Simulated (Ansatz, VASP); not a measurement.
# TiTeS in two plane-wave programs, part 2 of 2

Aim: how closely do two programs agree when they are given the same cell, functional and k mesh? Of the first pair: The structure shown is the start of the Ansatz relaxation below; VASP solves that cell, so the two are compared at the walk's first step.

VASP 6.6.1 and Ansatz 0.2.0.

So far. Step 3 (VASP: single point, PBEsol, start cell, pair 1): The run ends at a pressure of -0.18 GPa, with forces up to 0.087 eV/Å.

### Step 6. VASP: single point, PBEsol, relaxed atoms in a fixed cell, pair 2

Level of this step: PBEsol, no spin polarisation; plane waves and PAW (Ti_sv, S, Te) (VASP).

The same cell, functional, mesh and smearing now go to VASP, with its own data sets.

Input file INCAR:

```
SYSTEM = TiTeS
PREC = Accurate
ENCUT = 400
EDIFF = 1E-06
NELM = 120
ISMEAR = 1
SIGMA = 0.2
LREAL = .FALSE.
ALGO = Normal
GGA = PS
NBANDS = 18
LASPH = .TRUE.
LORBIT = 11
LWAVE = .FALSE.
LCHARG = .FALSE.
ISIF = 2
LDIPOL = .TRUE.
IDIPOL = 3
DIPOL = 0.5 0.5 0.332
LVHAR = .TRUE.
GGA_COMPAT = .FALSE.
NELMDL = -8
KPAR = 2
```

Input file POSCAR:

```
TiTeS
1.0
    3.5206158462      0.0000000000      0.0000000000
   -1.7603079231      3.0794321873      0.0000000000
    0.0000000000      0.0000000000     30.0000000000
Ti S Te
1 1 1
Direct
    0.0002923026      0.0005846052      0.3396191188
    0.3323496767      0.6646993534      0.3802775494
    0.6673580207      0.3347160414      0.2767699987
```

Input file KPOINTS:

```
Automatic mesh
0
Gamma
15 15 1
0 0 0
```

Potentials, in the order of the species: Ti_sv, S and Te (PBE family, release 64).

Started as:

```sh
$ mpirun -np 2 vasp_std
```

Numbers of over 12 decimals in the logs are rounded to 6 here.

Output:

```text
[banner, memory and clock lines left out]
running    2 mpi-ranks, on    1 nodes
[...]
[... a notice as in an earlier step ...]

 LDA part: xc-table for (Slater+PW92), standard interpolation
 POSCAR, INCAR and KPOINTS ok, starting setup
[...]
entering main loop
       N       E                     dE             d eps       ncg     rms          rms(c)
DAV:   1     0.150596481098E+03    0.15060E+03   -0.94956E+03  2824   0.816E+02
DAV:   2    -0.160193482361E-01   -0.15061E+03   -0.14782E+03  3048   0.224E+02
DAV:   3    -0.210600696081E+02   -0.21044E+02   -0.20950E+02  4144   0.763E+01
DAV:   4    -0.220293290266E+02   -0.96926E+00   -0.96578E+00  3170   0.162E+01
[...]
DAV:  28    -0.193222878920E+02   -0.15748E-05   -0.36522E-08  1876   0.101E-03    0.552E-04
DAV:  29    -0.193222896480E+02   -0.17559E-05   -0.41939E-08  1838   0.978E-04    0.187E-04
DAV:  30    -0.193222902728E+02   -0.62480E-06   -0.95441E-09  1630   0.403E-04
   1 F= -.19322290E+02 E0= -.19323118E+02  d E =0.248259E-02
```

From OUTCAR (step 6):

```text
  Total       -0.1344068     -0.4123822     -0.0045265      0.0000000     -0.0005909      0.0000000
  in kB       -0.6620966     -2.0314210     -0.0222977      0.0000000     -0.0029108      0.0000000
  external PRESSURE =      -0.9052718 kB  Pullay stress =       0.0000000 kB

 POSITION                                       TOTAL-FORCE (eV/Angst)
 -----------------------------------------------------------------------------------
      0.00000      0.00180     10.18857        -0.000000     -0.000240     -0.000152
     -0.00000      2.04690     11.40833        -0.000000     -0.000191      0.024845
      1.76031      1.03074      8.30310         0.000000      0.000431     -0.024693
 -----------------------------------------------------------------------------------
    total drift:                                0.000000     -0.000194     -0.000356

  FREE ENERGIE OF THE ION-ELECTRON SYSTEM (eV)
  ---------------------------------------------------
  free  energy   TOTEN  =       -19.3222902728 eV

  energy  without entropy=      -19.3247728675  energy(sigma->0) =      -19.32311780

[... 2 parts as in an earlier step ...]

[... 1 further part left out ...]
[key lines of the parts left out:]
E-fermi :  -2.4802
```

The run ends at a pressure of -0.09 GPa, with forces up to 0.025 eV/Å.

### Step 7. Side by side

What differs besides the data sets and the points named for the pairs above, as far as they apply: the data sets hold 34 valence electrons in Ansatz (on its PAW soft_1 files) and 24 in VASP. Total energies have different zeros and are not compared.

The largest component of a force difference here is 25 meV/Å. Where the cell holds vacuum, a pressure given here is an average over it and none of the material.

### Step 8. Ansatz: relaxation, PBEsol

The two programs are compared at the cell with which this relaxation starts, whose forces are those of its first step.

The structure compared here is the start of the Ansatz relaxation; VASP solves that cell, so the two are compared at the walk's first step.

Input file input.yaml:

```yaml
crystal:
  lattice:
    - [3.6614404801, 0.0, 0.0]
    - [-1.83072024, 3.0489427598, 0.0]
    - [0.0, 0.0, 30.0]
  atoms:
    - { symbol: Ti, position: [-0.0010426326, -0.0020852652, 0.3397474496] }
    - { symbol: S, position: [0.3362961642, 0.6725923284, 0.3796226135] }
    - { symbol: Te, position: [0.6647464683, 0.3294929367, 0.2772966038] }
  periodic: [true, true, false]
kpoints:
  mp_grid: { grid: [15, 15, 1] }
hamiltonian:
  xc: pbesol
  pseudopotentials: { kind: paw, azcp: { folder: soft_1 }, xc_functional: pbe }
scf:
  occupations: { method: methfessel_paxton, width: 0.2 }
output:
  forces: true
  stress: true
  eigenvalues: true
relax:
  adjacent_minimum: "off"
  f_tol: 0.001
  max_steps: 60
```

Started as:

```sh
$ ansatz run input.yaml --threads 4 --pin off --max-ram 16384MiB --backend cpu --events-out ev --progress --plain --runs-dir out
```

Output:

```text
[...]
Crystal: 3 atoms, lattice volume = 334.906 Å³
Basis set: ecut = 420 eV, 6473 PW (Γ), exchange–correlation on 50×48×432 points (8 copies of the dense FFT grid, shifted against one another)
Bands: 21, of which v1, the nominal top of the filled ones, is band 17 counted from 1 (16 counted from 0)
Symmetry: 2 space group operations
[...]
F+E_penalty+E_count = -10263.46714204 eV   max|allowed force component| = 1.074e-4 eV/Å
  cell:  # Å, volume = 334.9057 Å³
    - [3.6614404801, -3.002210114967831e-11, 0.0]
    - [-1.830720240025, 3.048943, 0.0]
    - [0.0, 0.0, 30.0]
  atoms:
    - { symbol: Ti, position: [-0.00139889, -0.00279777, 0.339814] }
    - { symbol: S, position: [0.337243, 0.674485, 0.379303] }
    - { symbol: Te, position: [0.664156, 0.328312, 0.277549] }
[key lines of the parts left out:]
SCF converged after 5 iterations
Free energy (F): -10263.467142 eV
Fermi energy:    -4.887521 eV
P = ½ c Tr σ = -1.3731 N/m
```

### Step 9. VASP: single point, PBEsol, start cell, pair 3

The same cell, functional, mesh and smearing now go to VASP, with its own data sets.

INCAR is that of step 6.

Input file POSCAR:

```
TiTeS
1.0
    3.6614404801      0.0000000000      0.0000000000
   -1.8307202400      3.0489427598      0.0000000000
    0.0000000000      0.0000000000     30.0000000000
Ti S Te
1 1 1
Direct
    0.9989573435      0.9979146870      0.3397474333
    0.3362962446      0.6725924891      0.3796226000
    0.6647464514      0.3294929027      0.2772966000
```

KPOINTS is that of step 6.

Started as:

```sh
$ mpirun -np 2 vasp_std
```

Output:

```text
[... set-up lines as in an earlier step ...]
 entering main loop
       N       E                     dE             d eps       ncg     rms          rms(c)
DAV:   1     0.148700279355E+03    0.14870E+03   -0.94254E+03  2832   0.811E+02
DAV:   2    -0.454788507259E+00   -0.14916E+03   -0.14609E+03  3094   0.223E+02
DAV:   3    -0.212215124436E+02   -0.20767E+02   -0.20610E+02  4150   0.758E+01
DAV:   4    -0.221560502428E+02   -0.93454E+00   -0.93162E+00  3200   0.159E+01
[...]
DAV:  28    -0.192943970838E+02   -0.15783E-05   -0.33376E-08  1704   0.921E-04    0.603E-04
DAV:  29    -0.192943989315E+02   -0.18477E-05   -0.59514E-08  1884   0.147E-03    0.305E-04
DAV:  30    -0.192943992775E+02   -0.34602E-06   -0.62676E-09  1462   0.422E-04
   1 F= -.19294399E+02 E0= -.19296095E+02  d E =0.508625E-02
```

OUTCAR, selected parts (step 9):

```text
  Total       -1.7174301     -0.5353813     -0.2263417     -0.0000000      0.0742789      0.0000000
  in kB       -8.2161270     -2.5612457     -1.0828110     -0.0000000      0.3553479      0.0000000
  external PRESSURE =      -3.9533946 kB  Pullay stress =       0.0000000 kB

 POSITION                                       TOTAL-FORCE (eV/Angst)
 -----------------------------------------------------------------------------------
      1.83072      3.04258     10.19242        -0.000000     -0.026472      0.033511
      0.00000      2.05070     11.38868         0.000000      0.040423     -0.067818
      1.83072      1.00461      8.31890        -0.000000     -0.013951      0.034306
 -----------------------------------------------------------------------------------
    total drift:                               -0.000000      0.000227      0.000423

  FREE ENERGIE OF THE ION-ELECTRON SYSTEM (eV)
  ---------------------------------------------------
  free  energy   TOTEN  =       -19.2943992775 eV

  energy  without entropy=      -19.2994855297  energy(sigma->0) =      -19.29609469

[... 1 part as in an earlier step ...]

[... 2 further parts left out ...]
[key lines of the parts left out:]
E-fermi :  -2.5610
```

The run ends at a pressure of -0.40 GPa, with forces up to 0.079 eV/Å.

### Step 10. Differences

What differs besides the data sets and the points named for the pairs above, as far as they apply: the data sets hold 34 valence electrons in Ansatz (on its PAW soft_1 files) and 24 in VASP. Total energies have different zeros and are not compared.

Forces (eV/Å; atoms numbered as in POSCAR):

```csv
atom,"Ansatz x, y, z","VASP x, y, z"
Ti1,"0.000, -0.026, 0.033","0.000, -0.026, 0.034"
S2,"0.000, 0.040, -0.092","0.000, 0.040, -0.068"
Te3,"0.000, -0.013, 0.059","0.000, -0.014, 0.034"
```

The forces differ by 12 meV/Å r.m.s., which is 35.7 % of the r.m.s. force of 0.032 eV/Å (both taken over all components). Where the cell holds vacuum, a pressure given here is an average over it and none of the material.

### Step 11. What came out

```json
{"r.m.s. force difference (single point, PBEsol, start cell, pair 1)": "12 meV/Å", "r.m.s. force difference (single point, PBEsol, relaxed atoms in a fixed cell, pair 2)": "12 meV/Å", "r.m.s. force difference (single point, PBEsol, start cell, pair 3)": "12 meV/Å"}
```

**Reading.** The r.m.s. force difference is 12 meV/Å (single point, PBEsol, relaxed atoms in a fixed cell, pair 2), at about the 12 meV/Å picked in this series as the mark of a large difference. The data sets hold unlike numbers of valence electrons (34 in Ansatz and 24 in VASP), so part of the differences may come from the potentials. 7 further pairs of this series are not shown here. Such differences can come from data sets, numerical settings and the points named under the comparisons, not from the functional's error against experiment.

[Lines on the potential files, build, host, timing and source positions are cut from VASP's logs without a mark.]

[Logs are printed without paths, hosts, clocks, repeated set-up lines and the standing remarks that a program may print on its own settings, such as how far it seeks lower states.]

[Hosts, paths, dates, database ids (printed as entryN), source tags and the programs' standing remarks are cut or masked in the printed files.]
